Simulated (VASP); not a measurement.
Method: PBEsol GGA, VASP's PBE PAW potentials (set 64) (plane waves; VASP).

VASP input:

**INCAR**
```
SYSTEM = C
PREC = Accurate
ENCUT = 520
EDIFF = 1E-8
NELM = 100
ALGO = Normal
LREAL = .FALSE.
LASPH = .TRUE.
ISMEAR = 0
SIGMA = 0.01
GGA = PS
LWAVE = .FALSE.
LCHARG = .FALSE.
IBRION = 8
NSW = 1
LEPSILON = .TRUE.
```

### POSCAR
```
C
1
    0.0000000000     1.7783314536     1.7783314536
    1.7783314536     0.0000000000     1.7783314536
    1.7783314536     1.7783314536    -0.0000000000
C
2
Direct
  0.5000000000   0.5000000000   0.5000000000
  0.7500000000   0.7500000000   0.7500000000
```

### KPOINTS
```
Automatic mesh
0
Gamma
13 13 13
0 0 0
```

POTCAR, in this order: C (PBE.64 set). Program: vasp_std.

The resulting files:

OUTCAR:
```
 ion  position               nearest neighbor table
   1  0.500  0.500  0.500-   2 1.54   2 1.54   2 1.54   2 1.54
   2  0.750  0.750  0.750-   1 1.54   1 1.54   1 1.54   1 1.54
  LATTYP: Found a face centered cubic cell.
 ALAT       =     3.5566629072
 Subroutine PRICEL returns:
 Original cell was already a primitive cell.
 Subroutine GETGRP returns: Found 48 space group operations
The static configuration has the point symmetry T_d .
 The point group associated with its full space group is O_h .
The dynamic configuration has the point symmetry T_d .
 Subroutine INISYM returns: Found 48 space group operations
 Subroutine IBZKPT returns following result:
 Found     84 irreducible k-points:

 Following reciprocal coordinates:
            Coordinates               Weight
  0.000000  0.000000  0.000000      1.000000
  0.076923  0.000000  0.000000      8.000000
  0.153846  0.000000  0.000000      8.000000
  0.230769  0.000000  0.000000      8.000000
  0.307692  0.000000  0.000000      8.000000
  0.384615  0.000000  0.000000      8.000000
  0.461538  0.000000  0.000000      8.000000
  0.076923  0.076923  0.000000      6.000000
...
```

### OUTCAR
```


 HEAD OF MICROSCOPIC STATIC DIELECTRIC TENSOR (INDEPENDENT PARTICLE, excluding Hartree and local field effects)
 ------------------------------------------------------
           6.021035    -0.000000    -0.000000
           0.000000     6.021035     0.000000
           0.000000     0.000000     6.021035
 ------------------------------------------------------

 MACROSCOPIC STATIC DIELECTRIC TENSOR (including local field effects in DFT)
 ------------------------------------------------------
           5.874088    -0.000000     0.000000
           0.000000     5.874088     0.000000
          -0.000000     0.000000     5.874088
 ------------------------------------------------------

 PIEZOELECTRIC TENSOR (including local field effects)  for field in x, y, z        (e  Angst)
          XX          YY          ZZ          XY          YZ          ZX
  --------------------------------------------------------------------------------
  x     0.00000    -0.00000    -0.00000     0.00000    -0.00000     0.00000
  y    -0.00000    -0.00000    -0.00000     0.00000     0.00000     0.00000
  z     0.00000     0.00000     0.00000     0.00000     0.00000     0.00000

 PIEZOELECTRIC TENSOR (including local field effects)  for field in x, y, z        (C/m^2)
          XX          YY          ZZ          XY          YZ          ZX
  --------------------------------------------------------------------------------
  x     0.00000    -0.00000    -0.00000     0.00000    -0.00000     0.00000
  y    -0.00000    -0.00000    -0.00000     0.00000     0.00000     0.00000
  z     0.00000     0.00000     0.00000     0.00000     0.00000     0.00000

 BORN EFFECTIVE CHARGES (including local field effects) (in |e|, cummulative output)
 ---------------------------------------------------------------------------------
 ion    1
    1     0.00000     0.00000     0.00000
    2     0.00000     0.00000    -0.00000
    3    -0.00000     0.00000     0.00000
 ion    2
    1    -0.00000     0.00000     0.00000
    2     0.00000    -0.00000     0.00000
    3     0.00000     0.00000    -0.00000
```
(Selected blocks of OUTCAR.)

The structure comes from a computed database's C entry (Fd-3m); how it stands against other phases isn't given here. It was relaxed first.
